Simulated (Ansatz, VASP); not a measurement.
## AlNi in two plane-wave programs

One calculation is typed for both programs; each brings its own data sets. How far apart do they land? The cell is taken from a series of runs on this material, whose earlier steps may have relaxed, scaled, displaced or heated it; both programs get it as it stands.

Method: plane waves, with VASP 6.6.1 beside it; zone-centre phonons at LDA, in Ansatz 0.2.0.

## (1) The structure

The structure is cubic, space group Pm-3m (No. 221). Conventional cell: a = 2.813 Å, b = 2.813 Å, c = 2.813 Å, α = 90.00°, β = 90.00°, γ = 90.00°. Al has 8 Ni at 2.44 Å nearest. Ni has 8 Al at 2.44 Å nearest. Farther neighbours are not listed.

## (2) VASP: zone-centre phonons, LDA, pair 1

Second derivatives magnify differences that forces hide, and they need a tight electronic threshold.

Lines of VASP's logs that name or quote its potential files are left out, and so is its time.

Input file INCAR:

```
SYSTEM = AlNi
PREC = Accurate
ENCUT = 600
EDIFF = 1E-08
NELM = 120
ISMEAR = 1
SIGMA = 0.2
LREAL = .FALSE.
ALGO = Normal
GGA = CA
NBANDS = 12
LASPH = .TRUE.
LORBIT = 11
LWAVE = .FALSE.
LCHARG = .FALSE.
ISIF = 2
IBRION = 8
GGA_COMPAT = .FALSE.
KPAR = 2
```

Input file POSCAR:

```
AlNi
1.0
    2.8129098988      0.0000000000      0.0000000000
    0.0000000000      2.8129098988      0.0000000000
    0.0000000000      0.0000000000      2.8129098988
Al Ni
1 1
Direct
    0.0000000000      0.0000000000      0.0000000000
    0.5000000000      0.5000000000      0.5000000000
```

Input file KPOINTS:

```
Automatic mesh
0
Gamma
16 16 16
0 0 0
```

The projector-augmented-wave data sets are Al and Ni (LDA family, release 64).

Command:

```
mpirun -np 2 vasp_std
```

Numbers of over 12 decimals in the logs are rounded to 6 here.

What it wrote:

```text
[banner, memory and clock lines left out]
running    2 mpi-ranks, on    1 nodes
 distrk:  each k-point on    1 cores,    2 groups
 distr:  one band on    1 cores,    1 groups

 POSCAR found type information on POSCAR AlNi
 POSCAR found :  2 types and       2 ions
 LDA part: xc-table for (Slater(with rela. corr.)+CA(PZ))
 , standard interpolation
 POSCAR, INCAR and KPOINTS ok, starting setup
 FFT: planning ... GRIDC
 FFT: planning ... GRID_SOFT
 FFT: planning ... GRID
 WAVECAR not read
 entering main loop
       N       E                     dE             d eps       ncg     rms          rms(c)
DAV:   1     0.447184244316E+02    0.44718E+02   -0.62071E+03  4012   0.130E+03
DAV:   2    -0.117966732301E+02   -0.56515E+02   -0.51880E+02  4040   0.212E+02
DAV:   3    -0.136288380165E+02   -0.18322E+01   -0.18073E+01  4756   0.442E+01
DAV:   4    -0.136536415724E+02   -0.24804E-01   -0.24794E-01  4424   0.465E+00
DAV:   5    -0.136542509478E+02   -0.60938E-03   -0.60936E-03  4796   0.808E-01    0.122E+01
DAV:   6    -0.150553862085E+02   -0.14011E+01   -0.43765E+01  4364   0.109E+02    0.141E+01
DAV:   7    -0.122203548194E+02    0.28350E+01   -0.13234E+01  4416   0.655E+01    0.104E+00
DAV:   8    -0.122066184976E+02    0.13736E-01   -0.24739E-01  4808   0.560E+00    0.104E+00
DAV:   9    -0.121906295615E+02    0.15989E-01   -0.45830E-02  4820   0.325E+00    0.165E-01
DAV:  10    -0.121902949077E+02    0.33465E-03   -0.96280E-04  4748   0.453E-01    0.842E-02
DAV:  11    -0.121902954139E+02   -0.50615E-06   -0.30047E-05  4992   0.510E-02    0.249E-02
DAV:  12    -0.121902948101E+02    0.60373E-06   -0.28525E-06  5228   0.289E-02    0.420E-03
DAV:  13    -0.121902946713E+02    0.13886E-06   -0.49201E-07  5848   0.730E-03    0.179E-03
DAV:  14    -0.121902946720E+02   -0.72305E-09   -0.19997E-08  2944   0.131E-03
   1 F= -.12190295E+02 E0= -.12190618E+02  d E =0.968626E-03
 Linear response reoptimize wavefunctions to high precision
DAV:   1    -0.121902946714E+02    0.64847E-09   -0.10770E-08  4372   0.180E-03
DAV:   2    -0.121902946714E+02   -0.86402E-11   -0.12092E-10  2232   0.105E-04
 Linear response DOF=           2
 Linear response progress:
  Degree of freedom:   1/  2
       N       E                     dE             d eps       ncg     rms          rms(c)
RMM:   1    -0.587577589016E-02   -0.58758E-02    0.22768E-03 21346   0.665E-01
RMM:   2    -0.555591680094E-02    0.31986E-03   -0.55191E-05 14428   0.235E-01    0.620E-02
RMM:   3    -0.553904998765E-02    0.16867E-04   -0.11056E-04 15832   0.860E-02    0.306E-02
RMM:   4    -0.560676086161E-02   -0.67711E-04   -0.45846E-05 15717   0.529E-02    0.586E-03
RMM:   5    -0.561159322283E-02   -0.48324E-05   -0.38183E-06 16103   0.125E-02    0.165E-03
RMM:   6    -0.561105837996E-02    0.53484E-06   -0.20880E-07 16031   0.289E-03    0.756E-04
RMM:   7    -0.561111657469E-02   -0.58195E-07   -0.10707E-08 15121   0.121E-03    0.603E-04
RMM:   8    -0.561127994640E-02   -0.16337E-06   -0.13007E-09 16967   0.360E-04    0.219E-04
RMM:   9    -0.561129632092E-02   -0.16375E-07   -0.27738E-10 16757   0.121E-04    0.182E-05
RMM:  10    -0.561128232614E-02    0.13995E-07    0.12948E-09 17359   0.364E-05    0.556E-06
RMM:  11    -0.561127877157E-02    0.35546E-08    0.28957E-11 16889   0.127E-05    0.147E-06
 first order change of Fermi-energy  -0.96155E-04
 force on displaced ion       1 direction 1 :  -7.059  -0.000   0.000
 Linear response progress:
  Degree of freedom:   2/  2
       N       E                     dE             d eps       ncg     rms          rms(c)
RMM:   1    -0.187824471418E+00   -0.18782E+00   -0.99251E-02 14274   0.270E+00
RMM:   2    -0.186409880292E+00    0.14146E-02   -0.18218E-03 14399   0.528E-01    0.133E-01
RMM:   3    -0.186402031295E+00    0.78490E-05   -0.14206E-04 15447   0.103E-01    0.785E-02
RMM:   4    -0.186806042844E+00   -0.40401E-03   -0.18909E-04 16582   0.107E-01    0.577E-03
RMM:   5    -0.186789390081E+00    0.16653E-04   -0.40148E-06 16752   0.224E-02    0.459E-03
RMM:   6    -0.186783913052E+00    0.54770E-05   -0.54096E-07 14971   0.839E-03    0.249E-03
RMM:   7    -0.186774622931E+00    0.92901E-05   -0.15110E-07 17239   0.321E-03    0.428E-04
RMM:   8    -0.186771401450E+00    0.32215E-05   -0.15012E-08 17414   0.787E-04    0.105E-04
RMM:   9    -0.186770792887E+00    0.60856E-06   -0.40952E-09 17016   0.242E-04    0.280E-05
RMM:  10    -0.186770536277E+00    0.25661E-06   -0.16853E-09 17325   0.974E-05    0.161E-05
RMM:  11    -0.186770584438E+00   -0.48161E-07   -0.15206E-09 17262   0.528E-05    0.221E-06
RMM:  12    -0.186770593566E+00   -0.91276E-08   -0.11795E-09 18109   0.280E-05    0.123E-06
 first order change of Fermi-energy   0.25112E-02
 force on displaced ion       2 direction 1 :  -7.045  -0.000   0.000
 Linear response finished
```

From OUTCAR (step 2):

```text
ion  position               nearest neighbor table
   1  0.000  0.000  0.000-   2 2.44   2 2.44   2 2.44   2 2.44   2 2.44   2 2.44   2 2.44   2 2.44

  LATTYP: Found a simple cubic cell.
 ALAT       =     2.8129098988

 Subroutine GETGRP returns: Found 48 space group operations
 (whereof 48 operations were pure point group operations)

The static configuration has the point symmetry O_h .

 Found    165 irreducible k-points:

   k-points           NKPTS =    165   k-points in BZ     NKDIM =    165   number of bands    NBANDS=     12

   dimension x,y,z NGX =    24 NGY =   24 NGZ =   24
   dimension x,y,z NGXF=    48 NGYF=   48 NGZF=   48

   ENCUT  =  600.0 eV  44.10 Ry    6.64 a.u.   5.62  5.62  5.62*2*pi/ulx,y,z

   NELECT =      13.0000    total number of electrons

 k-points in reciprocal lattice and weights: Automatic mesh
   0.00000000  0.00000000  0.00000000       0.000
   0.06250000  0.00000000  0.00000000       0.001
   0.12500000  0.00000000  0.00000000       0.001
   0.18750000  0.00000000  0.00000000       0.001
   0.25000000  0.00000000  0.00000000       0.001
   0.31250000  0.00000000  0.00000000       0.001
   0.37500000  0.00000000  0.00000000       0.001
   0.43750000  0.00000000  0.00000000       0.001
   0.50000000  0.00000000  0.00000000       0.001
[...]
0.50000000  0.50000000  0.43750000       0.001
   0.50000000  0.50000000  0.50000000       0.000

 average (electrostatic) potential at core
       1 -67.3185       2 -80.7135

  Total        0.5960458      0.5960458      0.5960458      0.0000000     -0.0000000      0.0000000
  in kB       42.9064663     42.9064663     42.9064663      0.0000000     -0.0000000      0.0000000
  external PRESSURE =      42.9064663 kB  Pullay stress =       0.0000000 kB

  energy-cutoff  :      600.00
  volume of cell :       22.26
      direct lattice vectors                 reciprocal lattice vectors
     2.812909899  0.000000000  0.000000000     0.355503744  0.000000000  0.000000000
     0.000000000  2.812909899  0.000000000     0.000000000  0.355503744  0.000000000
     0.000000000  0.000000000  2.812909899     0.000000000  0.000000000  0.355503744

 POSITION                                       TOTAL-FORCE (eV/Angst)
 -----------------------------------------------------------------------------------
      0.00000      0.00000      0.00000         0.000000      0.000000      0.000000
      1.40645      1.40645      1.40645         0.000000      0.000000      0.000000
 -----------------------------------------------------------------------------------
    total drift:                                0.000000      0.000000     -0.000000

 Eigenvectors and eigenvalues of the dynamical matrix
 ----------------------------------------------------

   1 f  =    9.658151 THz    60.683952 2PiTHz  322.161237 cm-1    39.942885 meV
             X         Y         Z           dx          dy          dz
      0.000000  0.000000  0.000000     0.827934   -0.000000   -0.000000
      1.406455  1.406455  1.406455    -0.560825    0.000000    0.000000

   2 f  =    9.658151 THz    60.683952 2PiTHz  322.161237 cm-1    39.942885 meV
             X         Y         Z           dx          dy          dz
      0.000000  0.000000  0.000000     0.000000   -0.585438    0.585438
      1.406455  1.406455  1.406455     0.000000    0.396563   -0.396563

   3 f  =    9.658151 THz    60.683952 2PiTHz  322.161237 cm-1    39.942885 meV
             X         Y         Z           dx          dy          dz
      0.000000  0.000000  0.000000    -0.000000   -0.585438   -0.585438
      1.406455  1.406455  1.406455     0.000000    0.396563    0.396563

   4 f/i=    0.004294 THz     0.026978 2PiTHz    0.143219 cm-1     0.017757 meV
             X         Y         Z           dx          dy          dz
      0.000000  0.000000  0.000000     0.528532    0.180798    0.049907
      1.406455  1.406455  1.406455     0.780261    0.266908    0.073677

   5 f/i=    0.004294 THz     0.026978 2PiTHz    0.143219 cm-1     0.017757 meV
             X         Y         Z           dx          dy          dz
      0.000000  0.000000  0.000000    -0.173441    0.414325    0.335824
      1.406455  1.406455  1.406455    -0.256048    0.611659    0.495770

   6 f/i=    0.004294 THz     0.026978 2PiTHz    0.143219 cm-1     0.017757 meV
             X         Y         Z           dx          dy          dz
      0.000000  0.000000  0.000000     0.071392   -0.331921    0.446381
      1.406455  1.406455  1.406455     0.105395   -0.490008    0.658983

 ELASTIC MODULI CONTR FROM IONIC RELAXATION (kBar)
 Direction    XX          YY          ZZ          XY          YZ          ZX
 --------------------------------------------------------------------------------
 XX           0.0000      0.0000      0.0000      0.0000      0.0000      0.0000
 YY           0.0000      0.0000      0.0000      0.0000      0.0000      0.0000
 ZZ           0.0000      0.0000      0.0000      0.0000      0.0000      0.0000
 XY           0.0000      0.0000      0.0000      0.0000      0.0000      0.0000
 YZ           0.0000      0.0000      0.0000      0.0000      0.0000      0.0000
 ZX           0.0000      0.0000      0.0000      0.0000      0.0000      0.0000
 --------------------------------------------------------------------------------
```

This run has no spin polarisation, so a moment on Ni, if there is one, isn't seen. Its electron count is odd, so without a moment it is a metal by construction. Energies printed during the response cycles are not total energies of the cell.

## (3) Ansatz: zone-centre phonons, LDA, pair 1

Ansatz runs on its PAW soft_1 files.

The same cell, functional (in two slightly different forms), mesh and smearing now go to Ansatz, which takes its cutoff from its data sets.

Input file input.yaml:

```yaml
crystal:
  lattice:
    - [2.8129098988, 0.0, 0.0]
    - [0.0, 2.8129098988, 0.0]
    - [0.0, 0.0, 2.8129098988]
  atoms:
    - { symbol: Al, position: [0.0, 0.0, 0.0] }
    - { symbol: Ni, position: [0.5, 0.5, 0.5] }
kpoints:
  mp_grid: { grid: [16, 16, 16] }
hamiltonian:
  xc: lda
  pseudopotentials: { kind: paw, azcp: { folder: soft_1 }, xc_functional: pbe }
scf:
  occupations: { method: methfessel_paxton, width: 0.2 }
output:
  eigenvalues: true
phonons:
  method: dfpt
```

Command:

```
ansatz run input.yaml --threads 4 --pin off --max-ram 10240MiB --backend cpu --events-out ev --progress --plain --runs-dir out
```

What it wrote:

```text
Engine: ansatz 0.2.0, aarch64-unknown-linux-gnu
Pseudopotentials: kind: paw
Pseudopotential: Al, paw, valence charge 3, recommended cutoff 420 eV (normal), soft_1/Al.paw.azcp
Pseudopotential: Ni, paw, valence charge 18, recommended cutoff 420 eV (normal), soft_1/Ni.paw.azcp
Functional definition: SPW92
  exchange = slater_x
  correlation = pw_c
Crystal: 2 atoms, lattice volume = 22.257 Å³
Basis set: ecut = 420 eV, 461 PW (Γ), exchange–correlation on 40×40×40 points (8 copies of the dense FFT grid, shifted against one another)
Bands: 15, of which v1, the nominal top of the filled ones, is band 11 counted from 1 (10 counted from 0)
Symmetry: 48 space group operations
k-points: 405 of 4096 (irreducible under 8 space group operations, time reversal used)
Non-local potential: Al, projectors of the file, l = 0: 2, l = 1: 2, l = 2: 1
Non-local potential: Ni, projectors of the file, l = 0: 3, l = 1: 2, l = 2: 3, l = 3: 1
PAW form: soft (Blöchl's): semilocal exchange-correlation on the pseudo side does not see the compensation charge
PAW frozen core: Al, regenerated for the run's functional, and the local potential with it (the file was generated under x = pbe(κ = 0.804, μ = 0.219515), c = pbe(β = 0.066725))
PAW frozen core: Ni, regenerated for the run's functional, and the local potential with it (the file was generated under x = pbe(κ = 0.804, μ = 0.219515), c = pbe(β = 0.066725))
PAW one-centre angular grid: Al, 110 points (default); XC on 64 Gauss nodes
PAW one-centre angular grid: Ni, 590 points (default); XC on 64 Gauss nodes
Initial density: superposition of atomic densities (chi_scale 0.1, normalization cell, long waves kept (reshape's long-wave potential 0.00 eV rms))
Initial wavefunctions: pseudopotential atomic-orbital guess
Functional: x = slater, c = lda
SCF iter   1: F=—  HF=-6288.039195 eV  |F-HF|=—  |Δ(HF+E_count)|=         —  Δρ=6.88e-2  dr2=1.16e0  ethr=3.10e-3  ⟨swp⟩=4.0  Hψ=26980  notcnv=0
preconditioner: auto → none  [metal: Δε(μ)=0.049 eV  Ē_g=10.666 eV  σ=0.200 eV  W_gap=0.20  n_scr=6 (ndim 8)  ℏωp=28.4 eV  f_vac=0.000  D(μ)=0.55/eV (n_scr^D=0)  sad-step TF]
SCF iter   2: F=—  HF=-6287.871312 eV  |F-HF|=—  |Δ(HF+E_count)|=   1.68e-1  S|Δr|=    0.00e0  Δρ=5.54e-2  dr2=7.62e-1  ethr=3.10e-3  ⟨swp⟩=2.0  Hψ=10791  notcnv=0  defer=104
SCF iter   3: F=—  HF=-6287.678380 eV  |F-HF|=—  |Δ(HF+E_count)|=   1.93e-1  S|Δr|=    0.00e0  Δρ=1.37e-2  dr2=4.58e-2  ethr=3.10e-3  ⟨swp⟩=2.0  Hψ=7706  notcnv=0  defer=104
SCF iter   4: F=—  HF=-6287.669029 eV  |F-HF|=—  |Δ(HF+E_count)|=   9.35e-3  S|Δr|=    0.00e0  Δρ=3.36e-3  dr2=1.32e-3  ethr=2.18e-4  ⟨swp⟩=1.2  Hψ=9284  notcnv=0  defer=96
SCF iter   5: F=—  HF=-6287.669154 eV  |F-HF|=—  |Δ(HF+E_count)|=   1.26e-4  S|Δr|=    0.00e0  Δρ=1.86e-3  dr2=3.69e-4  ethr=6.27e-6  ⟨swp⟩=2.2  Hψ=8407  notcnv=0  defer=96
SCF iter   6: F=—  HF=-6287.669055 eV  |F-HF|=—  |Δ(HF+E_count)|=   9.92e-5  S|Δr|=    0.00e0  Δρ=3.79e-4  dr2=1.68e-5  ethr=1.76e-6  ⟨swp⟩=2.3  Hψ=8688  notcnv=0  defer=96
SCF iter   7: F=—  HF=-6287.669041 eV  |F-HF|=—  |Δ(HF+E_count)|=   1.39e-5  S|Δr|=    0.00e0  Δρ=3.48e-5  dr2=1.50e-7  ethr=7.98e-8  ⟨swp⟩=2.2  Hψ=8256  notcnv=0  defer=96
SCF iter   8: F=—  HF=-6287.669065 eV  |F-HF|=—  |Δ(HF+E_count)|=   2.40e-5  S|Δr|=    0.00e0  Δρ=2.07e-6  dr2=5.17e-10  ethr=7.12e-10  ⟨swp⟩=2.2  Hψ=8884  notcnv=0  defer=96
SCF iter   9: F=-6287.669065 eV  HF=-6287.669065 eV  |F-HF|=9.09e-13  |Δ(HF+E_count)|=  4.27e-11  S|Δr|=    0.00e0  Δρ=1.77e-7  dr2=3.00e-12  ethr=1.00e-12  ⟨swp⟩=5.2  Hψ=29808  notcnv=0
SCF 1 converged in 9 iterations: F = -6287.669065 eV  dr2 = 3.00e-12
  greatest PAW one-centre occupation: 1.001 electrons in one spin orbital (limit 2), on the Ni atom at site 1 (counted from 0), in its partial waves of l = 1
DFPT response loops at Γ: preconditioner auto → Kerker (q_TF=auto, 2.702 Å⁻¹) (partly filled bands, converged f_vac=0.000); β = 1.00, the filter's whole step (`scf.mixing.beta` (0.50) is not read by the response loops under this deck's `scf.mixing.preconditioner`; to damp them name `kerker` or `kerker_dos`, under which they read `scf.mixing.beta`, and type it under 1.00, their step now; both keys bind the ground state too); Broyden in place of MSR1
SCF converged after 9 iterations
Stability not checked: this state was not tested for a lower state beside it, because cold or Methfessel-Paxton smearing, or corrected tetrahedra, fill the levels in a way that the test cannot read (fill_not_monotonic; see scf.lower_state_search)
Free energy (F): -6287.669065 eV
Harris-Foulkes:  -6287.669065 eV  (|F-HF|=9.09e-13)
Internal energy: -6287.670044 eV  (E = F + TS)
E sigma→0 (E₀):  -6287.669310 eV
Entropy (-TS):   0.000978 eV (0.489 meV/atom)
Fermi energy:    14.789574 eV
--- Per-component energies (eV) ---
  E_band       = -319.918189
  E_kinetic    = 371.821158
  E_local      = -3651.348415  (includes V_loc(G=0)·N_el)
  E_nonlocal   = -101.693842
  E_hartree    = 1923.611892
  E_xc         = -152.809781
  E_vxc        = -179.172092  (∫ρ·V_xc dr)
  E_paw        = -2037.732956  (= ΣΔE_a)
  E_vpaw       = -606.749572  (= ΣTr[D̂ρ^β])
  E_aug_tail   = 0.000909  (compensation charges beyond the density's cutoff)
  E_ewald      = -2640.008846
  E_core_change = 0.489838  (= ΣΔE_core)
  E_smearing   = 0.000978  (= −TS)
  E_closure    = -0.000000  (closes the sum)
  Σ components = -6287.669065   (vs F -6287.669065, Δ=0.00e0)
--- Band table (eV; the first three rows and the last of 405) ---
  k-point 0: bands = [... 7 lower, 13.0868, 13.0868, 13.0868, 20.5506, 20.5506, 20.5506, 23.2022, 23.2022]
  k-point 1: bands = [... 7 lower, 13.0519, 13.0519, 13.0907, 19.7331, 20.6504, 20.6504, 23.2015, 23.9527]
  k-point 2: bands = [... 7 lower, 12.9554, 12.9554, 13.1017, 18.3091, 20.9419, 20.9419, 23.1996, 25.1503]
  k-point 404: bands = [... 7 lower, 13.7102, 13.7102, 16.7183, 16.7183, 16.7183, 19.0314, 19.6170, 19.6170]
--- Phonons (Γ-DFPT): 2 representative perturbations + reference, on 405 of 4096 k-points (Σ response iterations 6) ---
  k mesh reduced under 8 symmetry operations, with k and −k counted as one. Each operation leaves every solved perturbation unchanged. A smaller set is not used because it would not reduce the number of displacements times k-points to solve
  ASR residual: 1.471e-4 → 0.000e0 eV/Å²; symmetrization residual: 5.338e-7 eV/Å²
  ASR residual per site (eV/Å²): 5.64e-6 1.47e-4
  Γ frequencies (cm⁻¹): 0.00 0.00 0.00 319.79 319.79 319.79
  non-analytic LO–TO correction: not included (Born effective charges unavailable; polar crystals: no LO–TO splitting at Γ)
```

## (4) Side by side

Known differences besides the potentials themselves: the two LDA forms differ slightly; the data sets hold 21 valence electrons in Ansatz (on its PAW soft_1 files) and 13 in VASP; the cutoff is 420 eV in Ansatz and 600 eV in VASP; VASP's log shows a relativistic correction to its local exchange, Ansatz's none. Total energies have different zeros and are not compared.

The two programs side by side:

| quantity | Ansatz | VASP | difference |
| --- | --- | --- | --- |
| optical mode 1 to 3 (cm⁻¹) | 319.8 | 322.2 | -0.74 % |

Modes are paired by rising frequency, not by their patterns, so a pair may set unlike modes beside each other; they are those without the splitting of longitudinal modes.

(Continued in part 2 of 2.)

[Lines on the potential files, build, host, timing and source positions are cut from VASP's logs without a mark.]

[Logs are printed without paths, hosts, clocks, repeated set-up lines and the standing remarks that a program may print on its own settings, such as how far it seeks lower states.]

[Hosts, paths, dates, database ids (printed as entryN), source tags and the programs' standing remarks are cut or masked in the printed files.]
